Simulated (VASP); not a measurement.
Computed with PBE GGA, VASP's PBE PAW potentials (set 64) (plane waves; VASP).

A VASP calculation is set up with these files.

**INCAR**
```
ALGO  =  Normal
EDIFF  =  1E-6
ENCUT  =  400
GGA  =  PE
ISIF  =  2
ISMEAR  =  0
LASPH  =  .TRUE.
LCHARG  =  .FALSE.
LMAXMIX  =  4
LREAL  =  .FALSE.
LWAVE  =  .FALSE.
NELECT  =  38.1
NELM  =  100
PREC  =  Accurate
SIGMA  =  0.05
SYSTEM  =  Y3As
```

### POSCAR
```
Y3As
1.0
  0.0000000000   4.1296780000   4.1296780000
  4.1296780000   0.0000000000   4.1296780000
  4.1296780000   4.1296780000   0.0000000000
As Y
1 3
direct
  0.0000000000   0.0000000000   0.0000000000
  0.5000000000   0.5000000000   0.5000000000
  0.2500000000   0.2500000000   0.2500000000
  0.7500000000   0.7500000000   0.7500000000
```

### KPOINTS
```
Automatic mesh
0
G
 4 4 4
```

POTCAR, in this order: As Y_sv (PBE.64 set). Program: vasp_std.

What VASP printed:

**OSZICAR**
```
       N       E                     dE             d eps       ncg     rms          rms(c)
DAV:   1     0.160603672844E+03    0.16060E+03   -0.16403E+04   376   0.126E+03
DAV:   2    -0.317764494450E+01   -0.16378E+03   -0.16143E+03   403   0.302E+02
DAV:   3    -0.228265356853E+02   -0.19649E+02   -0.19451E+02   656   0.553E+01
DAV:   4    -0.243668692266E+02   -0.15403E+01   -0.15178E+01   498   0.160E+01
DAV:   5    -0.244359524557E+02   -0.69083E-01   -0.68882E-01   576   0.318E+00    0.248E+01
DAV:   6    -0.231980575177E+02    0.12379E+01   -0.61501E+00   458   0.763E+00    0.182E+01
DAV:   7    -0.231109740326E+02    0.87083E-01   -0.10296E+00   565   0.475E+00    0.736E+00
DAV:   8    -0.231223542952E+02   -0.11380E-01   -0.12326E-01   492   0.181E+00    0.887E-01
DAV:   9    -0.231206787599E+02    0.16755E-02   -0.22583E-02   500   0.756E-01    0.399E-01
DAV:  10    -0.231205564138E+02    0.12235E-03   -0.28721E-03   477   0.374E-01    0.135E-01
DAV:  11    -0.231204910053E+02    0.65408E-04   -0.45821E-04   570   0.987E-02    0.702E-02
DAV:  12    -0.231204981591E+02   -0.71538E-05   -0.54327E-05   481   0.468E-02    0.929E-03
DAV:  13    -0.231204987739E+02   -0.61477E-06   -0.40760E-06   433   0.101E-02
   1 F= -.23120499E+02 E0= -.23112394E+02  d E =-.162086E-01
```

OUTCAR:
```
------------------------ aborting loop because EDIFF is reached ----------------------------------------
  FORCE on cell =-STRESS in cart. coord.  units (eV):
  Direction    XX          YY          ZZ          XY          YZ          ZX
  --------------------------------------------------------------------------------------
  Total       -6.3789875     -6.3789875     -6.3789875      0.0000000      0.0000000      0.0000000
  in kB      -72.5577429    -72.5577429    -72.5577429      0.0000000      0.0000000      0.0000000
  external PRESSURE =     -72.5577429 kB  Pullay stress =       0.0000000 kB
  volume of cell :      140.86
      direct lattice vectors                 reciprocal lattice vectors
     0.000000000  4.129678000  4.129678000    -0.121074815  0.121074815  0.121074815
     4.129678000  0.000000000  4.129678000     0.121074815 -0.121074815  0.121074815
     4.129678000  4.129678000  0.000000000     0.121074815  0.121074815 -0.121074815
 POSITION                                       TOTAL-FORCE (eV/Angst)
 -----------------------------------------------------------------------------------
      0.00000      0.00000      0.00000        -0.000000      0.000000      0.000000
      4.12968      4.12968      4.12968        -0.000000      0.000000      0.000000
      2.06484      2.06484      2.06484        -0.000000     -0.000000     -0.000000
      6.19452      6.19452      6.19452         0.000000      0.000000      0.000000
 -----------------------------------------------------------------------------------
    total drift:                               -0.000000      0.000000      0.000000
  FREE ENERGIE OF THE ION-ELECTRON SYSTEM (eV)
  ---------------------------------------------------
  free  energy   TOTEN  =       -23.1204987739 eV

  energy  without entropy=      -23.1042902101  energy(sigma->0) =      -23.11239449
```
(Selected blocks of OUTCAR.)

OUTCAR:
```
 val. band max:        2.6991901227   @ k =   0.5000   0.2500   0.0000

 cond. band min:       2.7240867608   @ k =  -0.2500   0.2500   0.0000


 Fermi energy:         2.7118369200

 k-point     1 :       0.0000    0.0000    0.0000
  band No.  band energies     occupation
      1     -40.7442      2.00000
      2     -40.7300      2.00000
      3     -40.5588      2.00000
      4     -20.7110      2.00000
      5     -20.7110      2.00000
      6     -20.7110      2.00000
      7     -20.7004      2.00000
      8     -20.7004      2.00000
      9     -20.7004      2.00000
     10     -20.4721      2.00000
     11     -20.4721      2.00000
     12     -20.4721      2.00000
     13      -7.3912      2.00000
     14      -0.1609      2.00000
     15       0.5285      2.00000
     16       0.5285      2.00000
     17       0.5285      2.00000
     18       1.9158      2.00000
     19       1.9158      2.00000
     20       2.9326      0.00000
     21       2.9326      0.00000
     22       2.9326      0.00000
     23       4.7586      0.00000

 k-point     2 :       0.2500    0.0000    0.0000
  band No.  band energies     occupation
      1     -40.7410      2.00000
      2     -40.7313      2.00000
      3     -40.5606      2.00000
      4     -20.7403      2.00000
      5     -20.7368      2.00000
      6     -20.7368      2.00000
      7     -20.6807      2.00000
      8     -20.6807      2.00000
      9     -20.6592      2.00000
     10     -20.4866      2.00000
     11     -20.4659      2.00000
     12     -20.4659      2.00000
     13      -7.3235      2.00000
     14      -0.7798      2.00000
     15       0.4759      2.00000
     16       0.4759      2.00000
     17       1.6863      2.00000
     18       2.3347      2.00000
     19       2.3347      2.00000
     20       2.5708      1.99993
     21       2.8852      0.00000
     22       2.8852      0.00000
     23       3.7229      0.00000

 k-point     3 :       0.5000    0.0000    0.0000
...
```

The cell is charged, with a uniform compensating background.

The structure was generated: Y3As was put into the D03 type (Fm-3m), which need not be its known phase. The cell was not relaxed at this level. The k-mesh is coarse (spacing up to 0.33 per Å, 2π included), so the numbers may not be converged in it. The run is one of a series of settings (NELECT = 38.1 against the base run), some of them coarse on purpose.
